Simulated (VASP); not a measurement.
Calculation: LDA (Ceperley-Alder, Perdew-Zunger), VASP's LDA PAW potentials (set 64) (plane waves; VASP).

A VASP calculation is set up with these files.

**INCAR**
```
! general
SYSTEM  = Cs
PREC    = Accurate
ENCUT   = 520
LREAL   = .FALSE.   ! projection in real space or not
LASPH   = .TRUE.

! electronic loop
EDIFF   = 1E-6   ! SCF stop (eV)
NELM    = 100   ! most electronic steps
ALGO    = Normal   ! blocked Davidson
LMAXMIX = 4

! smearing
ISMEAR  = 1
SIGMA   = 0.1   ! width (eV)

! ions
IBRION  = 2
NSW     = 60   ! most ionic steps
ISIF    = 3
EDIFFG  = -0.01   ! ionic stop

! output
LWAVE   = .FALSE.
LCHARG  = .FALSE.
```

**KPOINTS**
```
Automatic mesh
0
Gamma
8 8 8
0 0 0
```

POSCAR:
```
Cs
1
   -3.0500000000     3.0500000000     3.0500000000
    3.0500000000    -3.0500000000     3.0500000000
    3.0500000000     3.0500000000    -3.0500000000
Cs
1
Direct
  0.0000000000   0.0000000000   0.0000000000
```

POTCAR, in this order: Cs_sv (LDA.64 set). Program: vasp_std.

What VASP printed:

OSZICAR:
```
       N       E                     dE             d eps       ncg     rms          rms(c)
DAV:   1     0.535857925460E+02    0.53586E+02   -0.29583E+03   464   0.777E+02
DAV:   2     0.392918891781E+01   -0.49657E+02   -0.48381E+02   616   0.122E+02
DAV:   3    -0.900363722760E+00   -0.48296E+01   -0.48295E+01   464   0.456E+01
DAV:   4    -0.968326406690E+00   -0.67963E-01   -0.67962E-01   848   0.671E+00
DAV:   5    -0.968364630024E+00   -0.38223E-04   -0.38223E-04   600   0.103E-01    0.126E-01
DAV:   6    -0.967769550524E+00    0.59508E-03   -0.13904E-03   776   0.201E-01    0.814E-02
DAV:   7    -0.967735855213E+00    0.33695E-04   -0.24820E-03   576   0.269E-01    0.344E-02
DAV:   8    -0.967772531265E+00   -0.36676E-04   -0.66479E-05   752   0.632E-02    0.386E-03
DAV:   9    -0.967773280647E+00   -0.74938E-06   -0.14089E-06   704   0.676E-03
   1 F= -.96777328E+00 E0= -.96678233E+00  d E =-.967773E+00
       N       E                     dE             d eps       ncg     rms          rms(c)
DAV:   1    -0.103628383718E+01   -0.68511E-01   -0.13656E+00   464   0.754E+00    0.102E+00
DAV:   2    -0.988988452919E+00    0.47295E-01   -0.69114E-02   464   0.165E+00    0.464E-01
DAV:   3    -0.974911254798E+00    0.14077E-01   -0.53142E-02   496   0.138E+00    0.924E-02
DAV:   4    -0.974729658283E+00    0.18160E-03   -0.20438E-04   624   0.131E-01    0.515E-02
DAV:   5    -0.974693672954E+00    0.35985E-04   -0.43596E-05   608   0.531E-02    0.736E-03
DAV:   6    -0.974690342680E+00    0.33303E-05   -0.18389E-06   632   0.130E-02    0.135E-03
DAV:   7    -0.974690352522E+00   -0.98422E-08   -0.20444E-07   408   0.336E-03
   2 F= -.97469035E+00 E0= -.97369438E+00  d E =-.691707E-02
       N       E                     dE             d eps       ncg     rms          rms(c)
DAV:   1    -0.157587361912E+01   -0.60118E+00   -0.13186E+01   464   0.240E+01    0.318E+00
DAV:   2    -0.112041941263E+01    0.45545E+00   -0.67985E-01   488   0.514E+00    0.144E+00
DAV:   3    -0.989185239060E+00    0.13123E+00   -0.49323E-01   480   0.419E+00    0.301E-01
DAV:   4    -0.987434547325E+00    0.17507E-02   -0.22168E-03   544   0.444E-01    0.160E-01
DAV:   5    -0.987220450620E+00    0.21410E-03   -0.31133E-04   568   0.143E-01    0.230E-02
DAV:   6    -0.987199770555E+00    0.20680E-04   -0.10485E-05   584   0.327E-02    0.517E-03
DAV:   7    -0.987199687614E+00    0.82941E-07   -0.17890E-06   624   0.108E-02
   3 F= -.98719969E+00 E0= -.98626171E+00  d E =-.194264E-01
       N       E                     dE             d eps       ncg     rms          rms(c)
DAV:   1    -0.108859835933E+01   -0.10140E+00   -0.22245E+00   464   0.968E+00    0.130E+00
DAV:   2    -0.101112178155E+01    0.77477E-01   -0.11501E-01   464   0.212E+00    0.591E-01
DAV:   3    -0.988592855598E+00    0.22529E-01   -0.85655E-02   488   0.175E+00    0.117E-01
DAV:   4    -0.988315438167E+00    0.27742E-03   -0.31179E-04   544   0.167E-01    0.688E-02
DAV:   5    -0.988251909023E+00    0.63529E-04   -0.69509E-05   552   0.689E-02    0.925E-03
DAV:   6    -0.988248094721E+00    0.38143E-05   -0.20317E-06   608   0.143E-02    0.211E-03
DAV:   7    -0.988248057459E+00    0.37262E-07   -0.28346E-07   304   0.440E-03
   4 F= -.98824806E+00 E0= -.98735694E+00  d E =-.204748E-01
```

### OUTCAR
```
------------------------ aborting loop because EDIFF is reached ----------------------------------------
  FORCE on cell =-STRESS in cart. coord.  units (eV):
  Direction    XX          YY          ZZ          XY          YZ          ZX
  --------------------------------------------------------------------------------------
  Total        0.0045474      0.0045474      0.0045474     -0.0000000      0.0000000      0.0000000
  in kB        0.0767233      0.0767233      0.0767233     -0.0000000      0.0000000      0.0000000
  external PRESSURE =       0.0767233 kB  Pullay stress =       0.0000000 kB
  volume of cell :       94.96
      direct lattice vectors                 reciprocal lattice vectors
    -2.874063961  2.874063961  2.874063961     0.000000000  0.173969684  0.173969684
     2.874063961 -2.874063961  2.874063961     0.173969684  0.000000000  0.173969684
     2.874063961  2.874063961 -2.874063961     0.173969684  0.173969684  0.000000000
 POSITION                                       TOTAL-FORCE (eV/Angst)
 -----------------------------------------------------------------------------------
      2.87406      2.87406      2.87406        -0.000000     -0.000000      0.000000
 -----------------------------------------------------------------------------------
    total drift:                               -0.000000     -0.000000      0.000000
  FREE ENERGIE OF THE ION-ELECTRON SYSTEM (eV)
  ---------------------------------------------------
  free  energy   TOTEN  =        -0.9882480575 eV

  energy  without entropy=       -0.9855747192  energy(sigma->0) =       -0.98735694

 reached required accuracy - stopping structural energy minimisation
```
(Selected blocks of OUTCAR.)

File CONTCAR:
```
Cs
   1.00000000000000
    -2.8740639605939173    2.8740639605939173    2.8740639605939173
     2.8740639605939173   -2.8740639605939173    2.8740639605939173
     2.8740639605939173    2.8740639605939173   -2.8740639605939173
  Cs
     1
Direct
     1.0000000000000000    1.0000000000000000    1.0000000000000000
```

Energy and stress use the plane-wave basis of the starting cell.

The compound is Cs in the bcc structure. This run relaxes it. Symmetry was kept, so distortions that lower it aren't found.
